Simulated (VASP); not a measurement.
Level of theory: RPBE GGA, VASP's PBE PAW potentials (set 64) (plane waves; VASP 6.6.1). For the first row: Run with 520 eV cut-off, 12×12×12 Γ-centred mesh, first-order Methfessel-Paxton smearing of 0.10 eV, potentials Al Ni.

```
system            energy (eV/atom)
----------------  ----------------
NiAl (CsCl type)           -4.8735
Al (fcc)                   -3.5076
Ni (fcc)                   -4.9542
```

The references are the elements' solids at the same level; no temperature or zero-point terms are added.

Question: What is the formation energy per atom of NiAl?

Answer: The references average (1×(-3.5076) + 1×(-4.9542))/2 = -4.2309 eV, so the formation energy is -4.8735 − (-4.2309) = -0.643 eV/atom.
